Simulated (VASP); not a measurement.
CeSb2Rh2:

```xyz
5
Lattice="0.0000 4.4566 0.0000 4.4566 0.0000 0.0000 2.2283 2.2283 -5.0537" Properties=species:S:1:pos:R:3 pbc="T T T"
Sb    2.2283    2.2283   -1.2634
Sb    4.4566    4.4566   -3.7902
Ce    0.0000    0.0000    0.0000
Rh    2.2283    4.4566   -2.5268
Rh    4.4566    2.2283   -2.5268
```

The cell was built by a generator and needn't be a form met in nature.

Base run:

```yaml
Program: VASP 6.6.1
Functional: PBE
Potentials_or_basis: VASP PAW PBE potentials, release 64 (Sb, Ce, Rh_pv)
Cutoff: 520 eV
k_mesh: 5 × 5 × 5
Occupations: fermi-dirac, width 0.1 eV
Spin: no spin polarisation
```

Its results: band gap on the k mesh none (metal or under the smearing width); pressure 12.3 GPa; largest force 2.223 eV/Å.

Q: The run is repeated on the same cell with these changes: occupations from fermi-dirac, width 0.1 eV to tetrahedron. What comes out?

A: Band gap on the k mesh none (metal or under the smearing width); pressure 11.9 GPa; largest force 2.139 eV/Å.

Caveats: without U or exact exchange the open f shell lies at the Fermi level, which spoils levels, moments and volumes; forces of over 1 eV/Å show positions far from the minimum, so gaps and moduli don't describe the material at rest; tetrahedron occupations give inexact forces and stress in metals (some runs).
